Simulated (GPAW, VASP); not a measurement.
**Fitting the PBEsol energy curve of AlFe3B**

```cif
data_structure
_symmetry_space_group_name_H-M 'Pm-3m'
_symmetry_Int_Tables_number 221
_cell_length_a 3.8223
_cell_length_b 3.8223
_cell_length_c 3.8223
_cell_angle_alpha 90.000
_cell_angle_beta 90.000
_cell_angle_gamma 90.000
_cell_volume 55.84
loop_
_atom_site_label
_atom_site_type_symbol
_atom_site_symmetry_multiplicity
_atom_site_Wyckoff_symbol
_atom_site_fract_x
_atom_site_fract_y
_atom_site_fract_z
_atom_site_occupancy
Fe1 Fe 3 d 0.00000 0.00000 0.50000 1
Al1 Al 1 b 0.50000 0.50000 0.50000 1
B1 B 1 a 0.00000 0.00000 0.00000 1
```

The cell comes from a database or a generator and needn't be the stable form of this composition.

The cell was scaled at fixed shape and fractions and run with GPAW, PAW data sets generated for this functional, cutoff 800 eV; PBEsol, k mesh 7 × 7 × 7 on the cell of 5 atoms, fermi-dirac occupations of 0.05 eV, collinear spin, ferromagnetic start, no spin-orbit coupling. Energies are those that the program minimises, any entropy of the smearing included. For a metal such a mesh isn't converged to the digits shown. The magnetic state is the one that the start led to, which needn't be the lowest.

| V (Å³/atom) | energy over the lowest row (meV/atom) |
| --- | --- |
| 10.4988 | 9.41 |
| 10.7222 | 1.47 |
| 10.9456 | 0.00 |
| 11.1689 | 4.37 |
| 11.3923 | ? |
| 11.6157 | 28.22 |
| 11.8391 | 46.52 |

Task: Fit the third-order Birch-Murnaghan form, give V0, B0 and B′, and predict the energy left open.

Result: With y = (V0/V)^(2/3), E = E0 + (9 V0 B0/16) [(y - 1)³ B′ + (y - 1)² (6 - 4y)]. Least squares through the rows shown give V0 = 10.8855 Å³/atom, E0 = -0.21 meV, B0 = 209.8 GPa (1 eV/Å³ = 160.218 GPa) and B′ = 4.62, with a largest miss of 0.03 meV. At V = 11.3923 the form with these constants gives 13.98 meV; the run gave 13.99 meV an atom. Other set-ups at this level, from all their volumes (Å³/atom, GPa): VASP, PBE PAW files Al, B, Fe, 520 eV (made for PBE): V0 10.772, B0 211.6.
